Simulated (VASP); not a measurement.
Data:

```yaml
crystal:
  lattice:
    - [1.39966, -2.35368, 0.00000]
    - [1.39966, 2.35368, 0.00000]
    - [0.00000, 0.00000, 4.48424]
  atoms:
    - { symbol: Tc, position: [0.33333, 0.66667, 0.25000] }
    - { symbol: Tc, position: [0.66667, 0.33333, 0.75000] }
```

Level of theory: PBEsol GGA, VASP's PBE PAW potentials (set 64) (plane waves; VASP). Numerical set-up: 480 eV cut-off, 14×14×8 Γ-centred mesh, first-order Methfessel-Paxton smearing of 0.10 eV, potentials Tc_pv.

Problem. Give the force on each atom (eV/Å).

Solution. 
```tsv
atom	Fx	Fy	Fz
Tc1	0.000	0.111	0.000
Tc2	0.000	-0.111	0.000
```

Problem. Give the stress tensor in GPa (positive for a compressed cell).

Solution. 
```
-18.39    0.00    0.00
  0.00  -10.71    0.00
  0.00    0.00  -19.87
```
The pressure is its mean diagonal, -16.32 GPa.

The compound is Tc in the hcp structure. This cell was strained or had an atom moved on purpose.
